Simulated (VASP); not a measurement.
Here is a VASP 6.6.1 calculation.

INCAR

```
SYSTEM = CuSi64
PREC     = Accurate       ! precision mode
ENCUT    = 300            ! plane-wave cutoff, eV
EDIFF    = 1E-6           ! SCF threshold, eV
ISMEAR   = -1             ! smearing method
SIGMA    = 0.05           ! smearing width, eV
LREAL    = .False.        ! projectors in reciprocal space
LASPH    = .True.         ! aspherical terms in the spheres
NELM     = 60             ! most SCF steps
ALGO     = Fast           ! electronic algorithm
ISIF     = 2              ! what is computed and relaxed
LWAVE    = .False.        ! write WAVECAR
LCHARG   = .False.        ! write CHGCAR
GGA      = PE             ! functional
IBRION   = 2              ! ionic algorithm
NSW      = 40             ! ionic steps
EDIFFG   = -0.005         ! ionic threshold
```

The input KPOINTS:

```
regular mesh
0
Gamma
  2 2 2
  0 0 0
```

File POSCAR:

```
CuSi64
1.0
   10.9380000000      0.0000000000      0.0000000000
    0.0000000000     10.9380000000      0.0000000000
    0.0000000000      0.0000000000     10.9380000000
Si Cu
64 1
Direct
    0.5000000000      0.0000000000      0.0000000000
    0.7500000000      0.2500000000      0.0000000000
    0.7500000000      0.0000000000      0.2500000000
    0.0000000000      0.0000000000      0.0000000000
    0.2500000000      0.2500000000      0.0000000000
    0.5000000000      0.5000000000      0.0000000000
    0.7500000000      0.7500000000      0.0000000000
    0.2500000000      0.0000000000      0.2500000000
    0.5000000000      0.2500000000      0.2500000000
    0.7500000000      0.5000000000      0.2500000000
    0.5000000000      0.0000000000      0.5000000000
    0.7500000000      0.2500000000      0.5000000000
    0.7500000000      0.0000000000      0.7500000000
    0.0000000000      0.5000000000      0.0000000000
    0.2500000000      0.7500000000      0.0000000000
    0.0000000000      0.2500000000      0.2500000000
    0.2500000000      0.5000000000      0.2500000000
    0.5000000000      0.7500000000      0.2500000000
    0.0000000000      0.0000000000      0.5000000000
    0.2500000000      0.2500000000      0.5000000000
    0.5000000000      0.5000000000      0.5000000000
    0.7500000000      0.7500000000      0.5000000000
    0.2500000000      0.0000000000      0.7500000000
    0.5000000000      0.2500000000      0.7500000000
    0.7500000000      0.5000000000      0.7500000000
    0.0000000000      0.7500000000      0.2500000000
    0.0000000000      0.5000000000      0.5000000000
    0.2500000000      0.7500000000      0.5000000000
    0.0000000000      0.2500000000      0.7500000000
    0.2500000000      0.5000000000      0.7500000000
    0.5000000000      0.7500000000      0.7500000000
    0.0000000000      0.7500000000      0.7500000000
    0.6250000000      0.1250000000      0.1250000000
    0.8750000000      0.3750000000      0.1250000000
    0.8750000000      0.1250000000      0.3750000000
    0.1250000000      0.1250000000      0.1250000000
    0.3750000000      0.3750000000      0.1250000000
    0.6250000000      0.6250000000      0.1250000000
    0.8750000000      0.8750000000      0.1250000000
    0.3750000000      0.1250000000      0.3750000000
    0.6250000000      0.3750000000      0.3750000000
    0.8750000000      0.6250000000      0.3750000000
    0.6250000000      0.1250000000      0.6250000000
    0.8750000000      0.3750000000      0.6250000000
    0.8750000000      0.1250000000      0.8750000000
    0.1250000000      0.6250000000      0.1250000000
    0.3750000000      0.8750000000      0.1250000000
    0.1250000000      0.3750000000      0.3750000000
    0.3750000000      0.6250000000      0.3750000000
    0.6250000000      0.8750000000      0.3750000000
    0.1250000000      0.1250000000      0.6250000000
    0.3750000000      0.3750000000      0.6250000000
    0.6250000000      0.6250000000      0.6250000000
    0.8750000000      0.8750000000      0.6250000000
    0.3750000000      0.1250000000      0.8750000000
    0.6250000000      0.3750000000      0.8750000000
    0.8750000000      0.6250000000      0.8750000000
    0.1250000000      0.8750000000      0.3750000000
    0.1250000000      0.6250000000      0.6250000000
    0.3750000000      0.8750000000      0.6250000000
    0.1250000000      0.3750000000      0.8750000000
    0.3750000000      0.6250000000      0.8750000000
    0.6250000000      0.8750000000      0.8750000000
    0.1250000000      0.8750000000      0.8750000000
    0.2500000000      0.2500000000      0.2500000000
```

Potentials or basis: VASP PAW PBE potentials, release 64 (Si, Cu).

Launch:

```console
$ cat potpaw_PBE.64/Si/POTCAR potpaw_PBE.64/Cu/POTCAR > POTCAR
$ mpirun -np 1 vasp_std > vasp.out
```

What does it give for the energy gained by relaxing?

2.3 meV/atom.

What does it give for the band gap on the k mesh?

None (metal or under the smearing width).

Step by step:
| step | energy change (eV) | largest force (eV/Å) | pressure (GPa) |
| --- | --- | --- | --- |
| 1 | 0.0000 | 0.7979 | 0.29 |
| 2 | -0.0962 | 0.3564 | 0.20 |
| 3 | -0.1027 | 0.4243 | 0.17 |
| 4 | -0.1342 | 0.1663 | 0.16 |
| 5 | -0.1415 | 0.0843 | 0.15 |
| 6 | -0.1462 | 0.0293 | 0.14 |
| 7 | -0.1464 | 0.0276 | 0.14 |
| 8 | -0.1472 | 0.0137 | 0.14 |
| 9 | -0.1475 | 0.0156 | 0.14 |
| 10 | -0.1477 | 0.0057 | 0.14 |
| 11 | -0.1477 | 0.0052 | 0.14 |
| 12 | -0.1477 | 0.0031 | 0.13 |

Caveat: the cutoff is under 1.25 times the usual one of these potentials, so pressure, stress and relaxed cells hold a basis-set (Pulay) error.
